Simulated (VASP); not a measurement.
# GaGe (F-43m) in VASP: further runs

Runs on GaGe. Level: r2SCAN. Tasks: single point.

Program: VASP 6.6.1. These are calculated values, not measurements. Logs are shortened: lines on timing, memory, paths and dates and some standing lists are left out, and cuts for length are marked.

**1. The structure**

The structure is cubic, space group F-43m (No. 216). The conventional cell has a = 5.796 Å, b = 5.796 Å, c = 5.796 Å, α = 90.00°, β = 90.00°, γ = 90.00°. Around Ge (site symmetry -43m) lie 4 Ga at 2.51 Å. Ga (site symmetry -43m) has 4 Ge at 2.51 Å as nearest neighbours.

The cell comes from a database or a generator and needn't be the stable form of this composition.

**2. Single point, r2SCAN**

Input file INCAR:

```
PREC     = Accurate       # precision mode
ENCUT    = 550            # plane-wave cutoff, eV
EDIFF    = 1E-6           # SCF threshold, eV
ISMEAR   = 0              # smearing method
SIGMA    = 0.05           # smearing width, eV
LREAL    = Auto         
LASPH    = T              # aspherical terms in the spheres
NELM     = 100            # most SCF steps
ALGO     = Normal         # electronic algorithm
ISIF     = 2              # what is computed and relaxed
LWAVE    = F              # write WAVECAR
LCHARG   = F              # write CHGCAR
METAGGA  = R2SCAN         # meta-GGA
LMIXTAU  = T            
ADDGRID  = F
```

Input file KPOINTS:

```
Automatic mesh
0
Gamma
  7 7 7
```

Input file POSCAR:

```
GaGe
1.0
    0.0000000000      2.8978440000      2.8978440000
    2.8978440000      0.0000000000      2.8978440000
    2.8978440000      2.8978440000      0.0000000000
Ge Ga
1 1
Direct
    0.0000000000      0.0000000000      0.0000000000
    0.2500000000      0.2500000000      0.2500000000
```

Potentials or basis: VASP PAW PBE potentials, release 64 (Ge, Ga).

Launch:

```console
> cat potpaw_PBE.64/Ge/POTCAR potpaw_PBE.64/Ga/POTCAR > POTCAR
> mpirun -np 1 vasp_std > vasp.out
```

OUTCAR:

```text
PREC = Accurate
   ENCUT = 550
   EDIFF = 1E-6
   ISMEAR = 0
   LREAL = Auto
   LASPH = T
   NELM = 100
   ISIF = 2
   METAGGA = R2SCAN

 Found     20 irreducible k-points:

 Following reciprocal coordinates:
            Coordinates               Weight
  0.000000  0.000000  0.000000      1.000000
  0.142857  0.000000  0.000000      8.000000
  0.285714  0.000000  0.000000      8.000000
  0.428571  0.000000  0.000000      8.000000
  0.142857  0.142857  0.000000      6.000000
  0.285714  0.142857  0.000000     24.000000
   k-points           NKPTS =     20   k-points in BZ     NKDIM =     20   number of bands    NBANDS=      7
   number of dos      NEDOS =    301   number of ions     NIONS =      2
   total plane-waves  NPLWV =  32768
   dimension x,y,z NGX =    32 NGY =   32 NGZ =   32
   dimension x,y,z NGXF=    64 NGYF=   64 NGZF=   64
   ions per type =               1   1
   NGX,Y,Z   is equivalent  to a cutoff of  12.98, 12.98, 12.98 a.u.
   NGXF,Y,Z  is equivalent  to a cutoff of  25.96, 25.96, 25.96 a.u.
 SYSTEM =  unknown system
   PREC   = accura    normal or accurate (medium, high low for compatibility)
   ISTART =      0    job   : 0-new  1-cont  2-samecut
   ICHARG =      2    charge: 1-file 2-atom 10-const
   ISPIN  =      1    spin polarized calculation?
   LNONCOLLINEAR =      F non collinear calculations
   LSORBIT =      F    spin-orbit coupling
   LASPH  =      T    aspherical Exc in radial PAW
   ENCUT  =  550.0 eV  40.42 Ry    6.36 a.u.   7.84  7.84  7.84*2*pi/ulx,y,z
   NELM   =    100;   NELMIN=  2; NELMDL= -5     # of ELM steps
   EDIFF  = 0.1E-05   stopping-criterion for ELM
   LREAL  =      T    real-space projection
   EDIFFG = 0.1E-04   stopping-criterion for IOM
   NSW    =      0    number of steps for IOM
   IBRION =     -1    ionic relax: 0-MD 1-quasi-New 2-CG
   NFREE  =      0    steps in history (QN), initial steepest desc. (CG)
   ISIF   =      2    stress and relaxation
   ISYM   =      2    0-nonsym 1-usesym 2-fastsym
   POTIM  = 0.5000    time-step for ionic-motion
   TEBEG  =    0.0;   TEEND  =   0.0 temperature during run
   PSTRESS=    0.0 pullay stress
   NELECT =       7.0000    total number of electrons
   NUPDOWN=      -1.0000    fix difference up-down
   EMIN   =  10.00;   EMAX   =-10.00  energy-range for DOS
   EFERMI =   0.00;   METHOD = LEGACY
   ISMEAR =     0;   SIGMA  =   0.05  broadening in eV -4-tet -1-fermi 0-gaus
   EFERMI_NEDOS =   21; number of points for ismear=-14 and -15
   IALGO  =     38    algorithm
   IMIX   =      4    mixing-type and parameters
     AMIX     =   0.40;   BMIX     =  1.00
     AMIX_MAG =   1.60;   BMIX_MAG =  1.00
  volume/ion in A,a.u.               =      24.33       164.22
  Fermi-wavevector in a.u.,A,eV,Ry     =   0.857740  1.620894 10.010058  0.735719
  Thomas-Fermi vector in A             =   1.974840
   LORBIT       =      0    0 simple, 1 ext, 2 COOP (PROOUT), +10 PAW based schemes
   METAGGA = R2SCAN    functional components
   LHFCALC =     F    Hartree Fock is set to
   AEXX    =    0.0000 exact exchange contribution
   IVDW    =     0    specifies the selected vdW correction
   LEPSILON=     F    determine dielectric tensor
   LRPA    =     F    only Hartree local field effects (RPA)
 non-spin polarized calculation
 Gauss-broadening in eV      SIGMA  =   0.05
  energy-cutoff  :      550.00
  volume of cell :       48.67
 maximum number of plane-waves:      1436
   NGX = 15   NGY = 15   NGZ = 15

 number of electron       7.0000000 magnetization

 Free energy of the ion-electron system (eV)
  ---------------------------------------------------
  ext. energy  EPLUGINS =         0.00000000
  ---------------------------------------------------
  free energy    TOTEN  =       -24.90803334 eV

  energy without entropy =      -24.90623621  energy(sigma->0) =      -24.90713478

 E-fermi :   1.1152     XC(G=0):  -9.1493

 val. band max:        1.0751082369   @ k =  -0.2857   0.2857   0.0000
 cond. band min:       1.1627677242   @ k =   0.2857   0.1429   0.0000
 fundamental gap:      0.0876594873
 Fermi energy:         1.1151723694

 k-point     1 :       0.0000    0.0000    0.0000
  band No.  band energies     occupation
      1      -9.8037      2.00000
      2       2.9150      0.00000
      3       2.9150      0.00000
      4       2.9150      0.00000
      5       3.7681      0.00000
      6       5.8000      0.00000
      7       5.8000      0.00000

 k-point     2 :       0.1429    0.0000    0.0000
  band No.  band energies     occupation
      1      -9.5597      2.00000
      2       0.5011      2.00000
      3       2.5240      0.00000
      4       2.5240      0.00000
      5       4.4437      0.00000
      6       6.3274      0.00000
      7       6.3274      0.00000

 k-point     3 :       0.2857    0.0000    0.0000
  band No.  band energies     occupation
      1      -8.8678      2.00000
      2      -2.1454      2.00000
      3       1.9332      0.00000
      4       1.9332      0.00000
      5       3.9722      0.00000
      6       6.8881      0.00000
      7       6.8881      0.00000

 k-point     4 :       0.4286    0.0000    0.0000
  band No.  band energies     occupation
      1      -7.9913      2.00000
      2      -4.0502      2.00000
      3       1.5888      0.00000
      4       1.5888      0.00000
      5       3.6554      0.00000
      6       6.8663      0.00000
      7       6.8663      0.00000

 k-point     5 :       0.1429    0.1429    0.0000
  band No.  band energies     occupation
      1      -9.4769      2.00000
      2       0.5746      2.00000
      3       1.8912      0.00000
      4       1.8912      0.00000
      5       4.9322      0.00000
      6       5.8787      0.00000
      7       7.2417      0.00000

 k-point     6 :       0.2857    0.1429    0.0000
  band No.  band energies     occupation
      1      -8.9260      2.00000
      2      -1.4747      2.00000
      3       1.1628      0.17824
      4       1.2910      0.00000
      5       5.0315      0.00000
      6       6.1512      0.00000
      7       7.9883      0.00000

 [... further k-points ...]

------------------------ aborting loop because EDIFF is reached ----------------------------------------

  FORCE on cell =-STRESS in cart. coord.  units (eV):
  Direction    XX          YY          ZZ          XY          YZ          ZX
  --------------------------------------------------------------------------------------
  -------------------------------------------------------------------------------------
  Total       -0.5980930     -0.5980930     -0.5980930     -0.0000000     -0.0000000     -0.0000000
  in kB      -19.6890304    -19.6890304    -19.6890304     -0.0000000     -0.0000000     -0.0000000
  external PRESSURE =     -19.6890304 kB  Pullay stress =       0.0000000 kB

 VOLUME and BASIS-vectors are now :
 -----------------------------------------------------------------------------
  energy-cutoff  :      550.00
  volume of cell :       48.67
      direct lattice vectors                 reciprocal lattice vectors
     0.000000000  2.897844000  2.897844000    -0.172542069  0.172542069  0.172542069
     2.897844000  0.000000000  2.897844000     0.172542069 -0.172542069  0.172542069
     2.897844000  2.897844000  0.000000000     0.172542069  0.172542069 -0.172542069

 POSITION                                       TOTAL-FORCE (eV/Angst)
 -----------------------------------------------------------------------------------
      0.00000      0.00000      0.00000         0.000000     -0.000000      0.000000
      1.44892      1.44892      1.44892        -0.000000      0.000000     -0.000000
 -----------------------------------------------------------------------------------
    total drift:                                0.000000      0.000000      0.000000

  FREE ENERGIE OF THE ION-ELECTRON SYSTEM (eV)
  ---------------------------------------------------
  free  energy   TOTEN  =       -24.9080333423 eV

  energy  without entropy=      -24.9062362077  energy(sigma->0) =      -24.90713478
```

Wall time 59 s (1 thread of AMD EPYC 7R43 (Zen 3), shared host); peak memory 0.16 GiB.

These settings aren't checked as converged: the numbers below hold their error.

Results:

```
Free energy            : -24.9080 eV
Pressure               : -2.0 GPa
Band gap on the k mesh : none (metal or under the smearing width)
```

Caveat: the PAW data sets were made with another functional, which shifts forces and pressure a little.

**3. Single point, r2SCAN**

INCAR: that of step 2 with these lines changed.

```diff
@@ -2,6 +2,6 @@
 ENCUT    = 550            # plane-wave cutoff, eV
-EDIFF    = 1E-6           # SCF threshold, eV
+EDIFF    = 1E-4           # SCF threshold, eV
 ISMEAR   = 0              # smearing method
 SIGMA    = 0.05           # smearing width, eV
-LREAL    = Auto         
+LREAL    = F              # projectors in reciprocal space
 LASPH    = T              # aspherical terms in the spheres
```

KPOINTS is that of step 2.

POSCAR is that of step 2.

Potentials or basis: VASP PAW PBE potentials, release 64 (Ge, Ga).

Launch:

```console
> cat potpaw_PBE.64/Ge/POTCAR potpaw_PBE.64/Ga/POTCAR > POTCAR
> mpirun -np 1 vasp_std > vasp.out
```

Wall time 37 s (1 thread of AMD EPYC 7R43 (Zen 3), shared host); peak memory 0.15 GiB.

These settings aren't checked as converged: the numbers below hold their error.

Results:

```
Free energy            : -24.9070 eV
Pressure               : -2.0 GPa
Band gap on the k mesh : none (metal or under the smearing width)
```

Caveat: the PAW data sets were made with another functional, which shifts forces and pressure a little.
